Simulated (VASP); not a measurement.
A VASP calculation is set up with these files.

**INCAR**
```
SYSTEM = WSi2
PREC = Accurate
ENCUT = 400
EDIFF = 1E-6
NELM = 100
ALGO = Normal
LREAL = .FALSE.
LASPH = .TRUE.
ISMEAR = 1
SIGMA = 0.1
GGA = PE
LMAXMIX = 6
LWAVE = .FALSE.
LCHARG = .FALSE.
ISIF = 2
LSORBIT = .TRUE.
MAGMOM = 0 0 0 0 0 0 0 0 0
GGA_COMPAT = .FALSE.
```

File POSCAR:
```
WSi2
1
   -1.6371000000     1.6371000000     3.9933000000
    1.6371000000    -1.6371000000     3.9933000000
    1.6371000000     1.6371000000    -3.9933000000
Si W
2 1
Direct
  0.6650000000   0.6650000000   0.0000000000
  0.3350000000   0.3350000000   0.0000000000
  0.0000000000   0.0000000000   0.0000000000
```

**KPOINTS**
```
Automatic mesh
0
Gamma
10 10 10
0 0 0
```

POTCAR, in this order: Si W_sv (PBE.64 set). Program: vasp_std.

The resulting files:

**standard output**
```
 POSCAR found type information on POSCAR SiW
 POSCAR found :  2 types and       3 ions
 Reading from existing POTCAR

 -----------------------------------------------------------------------------
|                                                                             |
|     EEEEEEE  RRRRRR   RRRRRR   OOOOOOO  RRRRRR      ###     ###     ###     |
|     E        R     R  R     R  O     O  R     R     ###     ###     ###     |
|     E        R     R  R     R  O     O  R     R     ###     ###     ###     |
|     EEEEE    RRRRRR   RRRRRR   O     O  RRRRRR       #       #       #      |
|     E        R   R    R   R    O     O  R   R                               |
|     E        R    R   R    R   O     O  R    R      ###     ###     ###     |
|     EEEEEEE  R     R  R     R  OOOOOOO  R     R     ###     ###     ###     |
|                                                                             |
|     ERROR: Noncollinear calculations require that VASP is compiled          |
|     without the flag -DNGXhalf and-DNGZhalf.                                |
|     You probably tried to run a noncollinear calculation                    |
|     (LNONCOLLINEAR=T) with the executable vasp_std. Use vasp_ncl            |
|     instead!                                                                |
|                                                                             |
|       ---->  I REFUSE TO CONTINUE WITH THIS SICK JOB ... BYE!!! <----       |
|                                                                             |
 -----------------------------------------------------------------------------
```

### Question
Read input and log: which fault does this run have?
(A) IBRION is misspelt, so VASP ignores the line and takes its default
(B) LSORBIT needs the non-collinear program vasp_ncl
(C) fractional coordinates stand under the word Cartesian
(D) NSW = 0, so the ions never move

### Answer
B, LSORBIT needs the non-collinear program vasp_ncl. VASP stops with an error: ERROR: Noncollinear calculations require that VASP is compiled without the flag -DNGXhalf and-DNGZhalf. You probably tried to run a noncollinear calculation (LNONCOLLINEAR=T) with the executable vasp_std. Use vasp_ncl instead! ----> I REFUSE TO CONTINUE WITH THIS SICK JOB ... BYE!!! <----

To mend it, run vasp_ncl.

The mended run (PBE GGA with spin-orbit coupling, plane waves, VASP's PBE PAW potentials (set 64)) converges, and its OSZICAR ends with
```
   1 F= -.25546376E+02 E0= -.25546433E+02  d E =0.171865E-03  mag=     0.0000    -0.0000     0.0000
```

The compound is WSi2 in the MoSi2 type structure. The cell was not relaxed at this level.
